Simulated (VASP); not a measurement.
Data:

```yaml
crystal:
  lattice:
    - [0.00000, 3.01525, 3.01525]
    - [3.01525, 0.00000, 3.01525]
    - [3.01525, 3.01525, 0.00000]
  atoms:
    - { symbol: Al, position: [0.25000, 0.25000, 0.25000] }
    - { symbol: Al, position: [0.75000, 0.75000, 0.75000] }
    - { symbol: Au, position: [0.00000, 0.00000, 0.00000] }
```

The numbers are results of rev-vdW-DF2, VASP's PBE PAW potentials (set 64) (plane waves; VASP), not measurements. Settings: 520 eV cut-off, Gaussian smearing of 0.050 eV, potentials Al Au.

Task: Give the energies of bands 1 to 11 at the high-symmetry points, in eV from the Fermi level.

Result: 
| band | Γ | X | U | L | W |
|---|---|---|---|---|---|
| 1 | -10.41 | -7.20 | -7.29 | -8.39 | -6.94 |
| 2 | -6.50 | -6.97 | -6.70 | -6.36 | -6.94 |
| 3 | -6.50 | -6.15 | -6.47 | -6.26 | -6.21 |
| 4 | -6.50 | -5.71 | -5.82 | -6.26 | -6.16 |
| 5 | -5.55 | -5.71 | -5.51 | -5.44 | -5.71 |
| 6 | -5.55 | -5.26 | -5.46 | -5.44 | -5.13 |
| 7 | 2.13 | -4.96 | -4.55 | -5.39 | -3.97 |
| 8 | 2.97 | -2.04 | -3.34 | 0.40 | -3.97 |
| 9 | 2.97 | -2.04 | -1.31 | 0.40 | -2.13 |
| 10 | 2.97 | 1.20 | 1.82 | 3.28 | 4.10 |
| 11 | 3.88 | 2.12 | 4.36 | 3.47 | 4.10 |

It has no gap at this level: it comes out as a metal or semimetal.

The compound is AuAl2 in the fluorite structure. It was relaxed first. The electron count is odd and the run is not spin-polarised, which forces a metal.
